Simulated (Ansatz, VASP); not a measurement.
# Cross-check of MgI2 between VASP and Ansatz

Aim: how closely do two programs agree when they are given the same cell, functional and k mesh? The structure shown is the end of the Ansatz relaxation below.

Main program and level: Ansatz 0.2.0; plane waves, with VASP 6.6.1 beside it; single point at LDA.

## (1) Starting point

The cell holds 3 atoms: 1 Mg and 2 I. Cell: a = 4.071 Å, b = 4.071 Å, c = 30.400 Å, α = 90.0°, β = 90.0°, γ = 120.0°. Vacuum lies along c. The height across the vacuum is the one that the program set for its solve, not the one typed.

## (2) Ansatz: relaxation, LDA

Ansatz runs on its default PAW (the set named soft_2) files.

This run makes the geometry at which the two programs are then compared.

Contents of input.yaml:

```yaml
crystal:
  lattice:
    - [4.15, 0.0, 0.0]
    - [-2.075, 3.59401, 0.0]
    - [0.0, 0.0, 20.0]
  atoms:
    - { symbol: Mg, position: [0.0, 0.0, 0.5] }
    - { symbol: I, position: [0.333333, 0.666667, 0.5825] }
    - { symbol: I, position: [0.666667, 0.333333, 0.4175] }
  periodic: [true, true, false]
kpoints:
  mp_grid: { grid: [6, 6, 1] }
hamiltonian:
  xc: lda
scf:
  occupations: { method: gaussian, width: 0.02 }
output:
  forces: true
  stress: true
  eigenvalues: true
relax:
  adjacent_minimum: "off"
  f_tol: 0.005
  max_steps: 80
  cell: { stress_2d_tol: 0.02 }
```

Run with:

```bash
> ansatz run input.yaml --threads 4 --pin off --max-ram 14336MiB --backend cpu --events-out ev --progress --plain --runs-dir out
```

Numbers of over 12 decimals in the logs are rounded to 6 here.

Output:

```text
Warning: crystal.periodic: the lattice vector that does not repeat stood 0.000° off the slab's normal, 20.000 Å along it as the deck builds it. The run solves the slab on a vector along the normal, 30.400 Å long, with every atom where it was (on the deck's vector they left 16.70 Å outside them, and the widest stretch free of ions among them is 1.65 Å). A fractional position that the run reports is one of the run's ce [...]
Warning: the atoms were moved onto the symmetric positions of the space group found under crystal.symmetry.tolerance 1.0e-5 (fractional; no operation is sought that the atoms, as they stand in a round, miss by more than twice it, and no atom is moved by as much as it), and the run uses the moved positions. Before a round's move an operation carried an atom to 4.15e-6 Å from where it should land, the largest such dist [...]
[...]
Crystal: 3 atoms, lattice volume = 435.544 Å³
Basis set: ecut = 420 eV, 8513 PW (Γ)
iter 1 solved again at ethr=1.85e-6 eV; its pass at ethr=3.10e-3 eV (dr2=8.14e-4 eV) is discarded
SCF iter   1: F=—  HF=-16616.432250 eV  |F-HF|=—  |Δ(HF+E_count)|=         —  Δρ=4.71e-4  dr2=9.15e-4  ethr=1.85e-6  ⟨swp⟩=3.7  Hψ=1469  notcnv=0
preconditioner: auto → Resta (q_TF=auto, 1.862 Å⁻¹)  ε∞=1.5  [insulator: Δε(μ)=3.527 eV  Ē_g=10.133 eV  σ=0.020 eV  W_gap=1.00  n_scr=48 (ndim 8)  ℏωp=7.1 eV  f_vac=0.760  D(μ)=0.00/eV (n_scr^D=0)  ε∞_Penn≈1.5  vacuum switching on, ρ_ref=7.4e-3 e/Å³]
SCF iter   2: F=—  HF=-16616.431975 eV  |F-HF|=—  |Δ(HF+E_count)|=   2.75e-4  Δρ=2.25e-4  dr2=1.89e-4  ethr=1.85e-6  ⟨swp⟩=2.1  Hψ=235  notcnv=0
SCF iter   3: F=—  HF=-16616.431869 eV  |F-HF|=—  |Δ(HF+E_count)|=   1.06e-4  Δρ=3.99e-5  dr2=2.25e-5  ethr=4.29e-7  ⟨swp⟩=2.6  Hψ=260  notcnv=0
SCF iter   4: F=—  HF=-16616.431864 eV  |F-HF|=—  |Δ(HF+E_count)|=   4.47e-6  Δρ=2.33e-5  dr2=2.32e-6  ethr=5.10e-8  ⟨swp⟩=3.7  Hψ=405  notcnv=0
SCF iter   5: F=-16616.431864 eV  HF=-16616.431864 eV  |F-HF|=6.05e-9  |Δ(HF+E_count)|=   1.67e-7  Δρ=3.78e-6  dr2=6.29e-8  ethr=4.47e-10  ⟨swp⟩=9.6  Hψ=1154  notcnv=0
SCF 3 converged in 5 iterations: F = -16616.431864 eV  dr2 = 6.29e-8
relax step   3: F+E_penalty+E_count = -16616.43186425 eV  Δ(F+E_penalty+E_count) = -5.105e-3 eV  max|allowed force component| = 9.903e-4 eV/Å  Δτ_max = 0.0257 Å  P = +0.040 N/m  Ω = 435.544 Å³  energy of the carried Pulay correction = +6.605e-4 eV  fix = [c, alpha, beta]  reactions: c +0.000 N/m  (5 SCF iters, dr2 threshold 1.97e-7 eV, accepted)
[...]
relax step   4: F+E_penalty+E_count = -16616.43186635 eV  Δ(F+E_penalty+E_count) = -2.103e-6 eV  max|allowed force component| = 3.367e-5 eV/Å  Δτ_max = 0.0017 Å  P = -0.002 N/m  Ω = 436.427 Å³  energy of the carried Pulay correction = +6.269e-4 eV  fix = [c, alpha, beta]  reactions: c -0.000 N/m  (5 SCF iters, dr2 threshold 2.22e-9 eV, accepted)
[...]
relax step   5: F+E_penalty+E_count = -16616.43122121 eV  Δ(F+E_penalty+E_count) = +6.451e-4 eV  max|allowed force component| = 2.201e-5 eV/Å  Δτ_max = 0.0000 Å  P = -0.002 N/m  Ω = 436.427 Å³  fix = [c, alpha, beta]  reactions: c -0.000 N/m  stress off target by 2.41e-3 N/m on what of the cell is left free  SCF on the basis re-selected at this cell (its energy is not comparable with the rows above)  (6 SCF iters)
basis re-selected at this cell: Δ(F+E_penalty+E_count) = +6.451e-4 eV, ΔP = -0.000 N/m vs the last step (what re-selecting the basis moved, of the pressure what is left beyond the Pulay correction that the steps carried, after the strain that the cell walked since its last selection, with what the two solves' SCF thresholds leave and, on support functions, any second-order correction that the steps lacked; it is no m [...]
SCF converged after 6 iterations
Free energy (F): -16616.431221 eV
Harris-Foulkes:  -16616.431221 eV  (|F-HF|=7.28e-12)
Internal energy: -16616.431221 eV  (E = F + TS)
E sigma→0 (E₀):  -16616.431221 eV
Fermi energy:    -4.714378 eV
--- Per-component energies (eV) ---
  E_band       = -1622.125996
  E_kinetic    = 457.298179
  E_local      = -76520.281085  (includes V_loc(G=0)·N_el)
  E_nonlocal   = -74.639571
  E_hartree    = 37840.668321
  E_xc         = -284.085490
  E_vxc        = -295.671076  (∫ρ·V_xc dr)
  E_paw        = -9592.306395  (= ΣΔE_a)
  E_vpaw       = -870.169227  (= ΣTr[D̂ρ^β])
  E_aug_tail   = 0.000105  (compensation charges beyond the density's cutoff)
  E_ewald      = 31555.201804
  E_core_change = 1.712909  (= ΣΔE_core)
  E_smearing   = -0.000000  (= −TS)
  E_closure    = -0.000000  (closes the sum)
  Σ components = -16616.431221   (vs F -16616.431221, Δ=0.00e0)
--- Forces (eV/Å), atoms counted from 1 ---
  atom   1  Mg     0.00000000     0.00000000     0.00000000
  atom   2  I      0.00000000     0.00000000    -0.00002201
  atom   3  I     -0.00000000    -0.00000000     0.00002201
  max |Σ_I F_I| component: 3.47e-18 eV/Å
--- 2D stress c σ (N/m, compression-positive) ---
       -0.002413      -0.000000      -0.000000
       -0.000000      -0.002413      -0.000000
       -0.000000      -0.000000      -0.000000
  P = ½ c Tr σ = -0.0024 N/m
--- Band table (eV; the first three rows and the last of 7) ---
  k-point 0: bands = ["-80.8361", "-50.0596", "-50.0596", "-50.0592", "-50.0592", "-50.0495", "-50.0495", "-50.0491", "-50.0491", "-50.0442", "-50.0440", "-48.2623", "-48.2623", "-48.2596", "-18.6861", "-18.1061", "-9.7562", "-7.3071", "-6.7765", "-6.7765", "-6.4763", "-6.4763", "-2.4286", "-1.6659 (-1.6659°)", "-0.4197 (-0.4244°)", "-0.3718", "0.2553"]
  k-point 1: bands = ["-80.8361", "-50.0595", "-50.0593", "-50.0592", "-50.0589", "-50.0497", "-50.0496", "-50.0491", "-50.0490", "-50.0440", "-50.0439", "-48.2627", "-48.2624", "-48.2594", "-18.5334", "-18.0108", "-9.6268", "-7.9514", "-7.3765", "-7.1325", "-7.0981", "-6.5802", "-1.7128", "-1.0884 (-1.0884°)", "-0.3790 (-0.3798°)", "-0.2833", "0.3839"]
  k-point 2: bands = ["-80.8361", "-50.0594", "-50.0593", "-50.0587", "-50.0584", "-50.0498", "-50.0498", "-50.0493", "-50.0489", "-50.0437", "-50.0436", "-48.2637", "-48.2625", "-48.2591", "-18.1727", "-17.8252", "-9.7992", "-9.2284", "-8.1940", "-7.5611", "-7.1691", "-6.8606", "-2.4758", "-1.1429", "-0.6036 (-0.6036°)", "0.3585", "0.6289"]
  k-point 6: bands = ["-80.8361", "-50.0589", "-50.0587", "-50.0586", "-50.0586", "-50.0498", "-50.0496", "-50.0496", "-50.0491", "-50.0434", "-50.0434", "-48.2635", "-48.2635", "-48.2588", "-17.7706", "-17.7706", "-9.8692", "-9.1690", "-9.1690", "-8.6422", "-7.3774", "-7.3774", "-2.0932", "-0.1405", "-0.1405", "1.5224", "1.5616"]
  ° read free of the cell's end (the report's vacuum.weakly_bound_levels)
--- Relaxed structure (4 steps of the walk, 4 accepted, 1 SCFs on fresh bases) ---
  F+E_penalty+E_count = -16616.43122121 eV   max|allowed force component| = 2.201e-5 eV/Å   (the final SCF, on the basis selected at the relaxed cell)
  cell:  # Å, volume = 436.4269 Å³
    - [4.071493, 0.0, 0]
    - [-2.035746, 3.526016, 0]
    - [0, 0, 30.400000]
  atoms:
    - { symbol: Mg, position: [0, 0, 0.328947] }
    - { symbol: I, position: [0.333333, 0.666667, 0.383416] }
    - { symbol: I, position: [0.666667, 0.333333, 0.274479] }
```

In the SCF lines HF is the Harris–Foulkes energy and dr2 the Hartree energy of the density residual, in eV; the loop may stop once dr2 is under the threshold and the program's other checks hold. Hψ counts applications of the Hamiltonian.

## (3) VASP: single point, LDA

The same cell, functional (in two slightly different forms), mesh and smearing now go to VASP, with its own data sets.

Lines of VASP's logs that name or quote its potential files are left out, and so is its time.

Contents of INCAR:

```
SYSTEM = MgI2
PREC = Accurate
ENCUT = 520
EDIFF = 1E-06
NELM = 120
ISMEAR = 0
SIGMA = 0.02
LREAL = .FALSE.
ALGO = Normal
GGA = CA
NBANDS = 14
LORBIT = 11
LWAVE = .FALSE.
LCHARG = .FALSE.
ISIF = 2
LDIPOL = .TRUE.
IDIPOL = 3
DIPOL = 0.5 0.5 0.329
LVHAR = .TRUE.
LASPH = .TRUE.
GGA_COMPAT = .FALSE.
EFERMI = MIDGAP
NELMDL = -8
```

Contents of POSCAR:

```
MgI2
1.0
    4.0714925940      0.0000000000      0.0000000000
   -2.0357462970      3.5260160177      0.0000000000
    0.0000000000      0.0000000000     30.4000000000
Mg I
1 2
Direct
    0.0000000000      0.0000000000      0.3289473684
    0.3333333333      0.6666666667      0.3834161560
    0.6666666667      0.3333333333      0.2744785809
```

Contents of KPOINTS:

```
Automatic mesh
0
Gamma
6 6 1
0 0 0
```

PAW data sets: Mg and I (LDA family, release 64).

Run with:

```bash
> mpirun -np 1 vasp_std
```

Output:

```text
[banner, memory and clock lines left out]
running    1 mpi-ranks, on    1 nodes
 distrk:  each k-point on    1 cores,    1 groups
 distr:  one band on    1 cores,    1 groups

 POSCAR found type information on POSCAR MgI
 POSCAR found :  2 types and       3 ions
 LDA part: xc-table for (Slater(with rela. corr.)+CA(PZ))
 , standard interpolation
 POSCAR, INCAR and KPOINTS ok, starting setup
 FFT: planning ... GRIDC
 FFT: planning ... GRID_SOFT
 FFT: planning ... GRID
 WAVECAR not read
 entering main loop
       N       E                     dE             d eps       ncg     rms          rms(c)
DAV:   1     0.118072285314E+03    0.11807E+03   -0.40910E+03   196   0.731E+02
DAV:   2     0.965516600600E+01   -0.10842E+03   -0.97839E+02   314   0.115E+02
DAV:   3    -0.834327278499E+01   -0.17998E+02   -0.17855E+02   274   0.605E+01
DAV:   4    -0.912561340530E+01   -0.78234E+00   -0.78172E+00   256   0.159E+01
DAV:   5    -0.915409132034E+01   -0.28478E-01   -0.28476E-01   286   0.352E+00
DAV:   6    -0.915454944915E+01   -0.45813E-03   -0.45813E-03   294   0.381E-01
DAV:   7    -0.915455392278E+01   -0.44736E-05   -0.44734E-05   292   0.414E-02
DAV:   8    -0.915455396581E+01   -0.43029E-07   -0.42824E-07   208   0.441E-03    0.431E+00
DAV:   9    -0.902700594513E+01    0.12755E+00   -0.12417E-01   226   0.165E+00    0.281E+00
DAV:  10    -0.899597313811E+01    0.31033E-01   -0.15132E-01   238   0.183E+00    0.448E-01
DAV:  11    -0.899052017830E+01    0.54530E-02   -0.21775E-02   220   0.757E-01    0.270E-01
DAV:  12    -0.899051826017E+01    0.19181E-05   -0.11106E-03   244   0.195E-01    0.142E-01
DAV:  13    -0.899049110610E+01    0.27154E-04   -0.11265E-04   256   0.622E-02    0.453E-02
DAV:  14    -0.899055498564E+01   -0.63880E-04   -0.38210E-05   220   0.269E-02    0.535E-02
DAV:  15    -0.899056501747E+01   -0.10032E-04   -0.36060E-06   262   0.108E-02    0.240E-02
DAV:  16    -0.899059817271E+01   -0.33155E-04   -0.38213E-06   238   0.902E-03    0.156E-02
DAV:  17    -0.899063899584E+01   -0.40823E-04   -0.54584E-06   244   0.949E-03    0.231E-02
DAV:  18    -0.899064733974E+01   -0.83439E-05   -0.39522E-07   208   0.273E-03    0.174E-02
DAV:  19    -0.899066176504E+01   -0.14425E-04   -0.18247E-06   216   0.515E-03    0.431E-03
DAV:  20    -0.899066569728E+01   -0.39322E-05   -0.11451E-07   188   0.170E-03    0.453E-03
DAV:  21    -0.899066867617E+01   -0.29789E-05   -0.57055E-08   188   0.111E-03    0.909E-04
DAV:  22    -0.899067105384E+01   -0.23777E-05   -0.45261E-08   188   0.781E-04    0.964E-04
DAV:  23    -0.899067195529E+01   -0.90145E-06   -0.17518E-08   194   0.446E-04
   1 F= -.89906720E+01 E0= -.89906720E+01  d E =0.000000E+00
```

From OUTCAR (step 3):

```text
ion  position               nearest neighbor table
   1  0.000  0.000  0.329-   3 2.88   3 2.88   3 2.88   2 2.88   2 2.88   2 2.88
   2  0.333  0.667  0.383-   1 2.88   1 2.88   1 2.88
   3  0.667  0.333  0.274-   1 2.88   1 2.88   1 2.88

  LATTYP: Found a hexagonal cell.
 ALAT       =     4.0714925940
 C/A-ratio  =     7.4665492564

 Subroutine GETGRP returns: Found 12 space group operations
 (whereof  6 operations were pure point group operations)

The static configuration has the point symmetry C_3v.
 The point group associated with its full space group is D_3d.

 Found      7 irreducible k-points:

   k-points           NKPTS =      7   k-points in BZ     NKDIM =      7   number of bands    NBANDS=     14

   dimension x,y,z NGX =    30 NGY =   30 NGZ =  240
   dimension x,y,z NGXF=    60 NGYF=   60 NGZF=  480

   ENCUT  =  520.0 eV  38.22 Ry    6.18 a.u.   7.57  7.57 56.52*2*pi/ulx,y,z

   NELECT =      16.0000    total number of electrons

 k-points in reciprocal lattice and weights: Automatic mesh
   0.00000000  0.00000000  0.00000000       0.028
   0.16666667  0.00000000  0.00000000       0.167
   0.33333333  0.00000000  0.00000000       0.167
   0.50000000  0.00000000  0.00000000       0.083
   0.16666667  0.16666667  0.00000000       0.167
   0.33333333  0.16666667  0.00000000       0.333
   0.33333333  0.33333333  0.00000000       0.056

 dipolmoment           0.000000      0.000000      0.000006 electrons x Angstroem

 average (electrostatic) potential at core
       1 -45.3553       2 -99.6478       3 -99.6478

 E-fermi :  -2.7059

 k-point     1 :       0.0000    0.0000    0.0000
  band No.  band energies     occupation
    ...
      4      -5.2914      2.00000
      5      -4.7610      2.00000
      6      -4.7610      2.00000
      7      -4.4597      2.00000
      8      -4.4597      2.00000
      9      -0.4024      0.00000
     10       0.3442      0.00000
     11       1.5976      0.00000
     12       1.6330      0.00000
     13       2.0837      0.00000
    ...

 k-point     2 :       0.1667    0.0000    0.0000
  band No.  band energies     occupation
    ...
      4      -5.9411      2.00000
      5      -5.3622      2.00000
      6      -5.1155      2.00000
      7      -5.0852      2.00000
      8      -4.5632      2.00000
      9       0.3034      0.00000
     10       0.9183      0.00000
     11       1.6298      0.00000
     12       1.7251      0.00000
     13       2.3119      0.00000
    ...

 k-point     3 :       0.3333    0.0000    0.0000
  band No.  band energies     occupation
    ...
      4      -7.2205      2.00000
      5      -6.1820      2.00000
      6      -5.5507      2.00000
      7      -5.1518      2.00000
      8      -4.8444      2.00000
      9      -0.4763      0.00000
     10       0.8590      0.00000
     11       1.3920      0.00000
     12       2.3541      0.00000
     13       2.6414      0.00000
    ...

  Total       -0.0680545     -0.0680545     -0.0378237     -0.0000000      0.0000000      0.0000000
  in kB       -0.2498364     -0.2498364     -0.1388555     -0.0000000      0.0000000      0.0000000
  external PRESSURE =      -0.2128427 kB  Pullay stress =       0.0000000 kB

  energy-cutoff  :      520.00
  volume of cell :      436.43
      direct lattice vectors                 reciprocal lattice vectors
     4.071492594  0.000000000  0.000000000     0.245610173  0.141803099  0.000000000
    -2.035746297  3.526016018  0.000000000     0.000000000  0.283606199  0.000000000
     0.000000000  0.000000000 30.400000000     0.000000000  0.000000000  0.032894737

 POSITION                                       TOTAL-FORCE (eV/Angst)
 -----------------------------------------------------------------------------------
      0.00000      0.00000     10.00000         0.000000      0.000000     -0.000000
     -0.00000      2.35068     11.65585         0.000000      0.000000     -0.010638
      2.03575      1.17534      8.34415        -0.000000     -0.000000      0.010638
 -----------------------------------------------------------------------------------
    total drift:                               -0.000000      0.000000      0.000011

  FREE ENERGIE OF THE ION-ELECTRON SYSTEM (eV)
  ---------------------------------------------------
  free  energy   TOTEN  =        -8.9906719553 eV

  energy  without entropy=       -8.9906719553  energy(sigma->0) =       -8.99067196

 vacuum level on the upper side and lower side of the slab         2.023         2.023

 total charge
# of ion       s       p       d       tot
------------------------------------------
    1        0.149   0.127   0.032   0.308
    2        1.510   2.830   0.014   4.353
    3        1.510   2.830   0.014   4.353
--------------------------------------------------
tot          3.169   5.787   0.059   9.015

[... 3 further parts left out ...]
```

The run ends at a pressure of -0.02 GPa, with forces up to 0.011 eV/Å.

## (4) Side by side

Known differences besides the potentials themselves: the two LDA forms differ slightly; Ansatz cuts the interaction across the vacuum, VASP repeats the sheet with a dipole correction; the data sets hold 44 valence electrons in Ansatz (on its default PAW (the set named soft_2) files) and 16 in VASP; VASP's log shows a relativistic correction to its local exchange, Ansatz's none; Ansatz takes its cutoff from its data sets, VASP runs at 520 eV. Total energies have different zeros and are not compared.

Compared:

```
              quantity  Ansatz   VASP  difference
gap on the k mesh (eV)   3.524  3.508      +0.016
```

At this near-relaxed geometry the largest component of a force difference is 11 meV/Å. A gap on the mesh is an upper bound, since the band edges may lie between its points. With vacuum in the cell, a pressure given here is an average over mostly empty space and none of the material.

## (5) Results

| Item | Value |
| --- | --- |
| difference in gap on the k mesh (single point, LDA) | 0.016 eV |

What this shows: The difference in gap on the k mesh is 0.016 eV (single point, LDA), within the 0.08 eV picked in this series as the mark of a large difference. The data sets hold unlike numbers of valence electrons (44 in Ansatz and 16 in VASP), so part of the differences comes from the potentials. How closely two codes agree says nothing of how well the functional describes the real material.

[Lines on the potential files, build, host, timing and source positions are cut from VASP's logs without a mark.]

[Logs are printed without paths, hosts, clocks, repeated set-up lines and the standing remarks that a program may print on its own settings, such as how far it seeks lower states.]

[Hosts, paths, dates, database ids (printed as entryN), source tags and the programs' standing remarks are cut or masked in the printed files.]
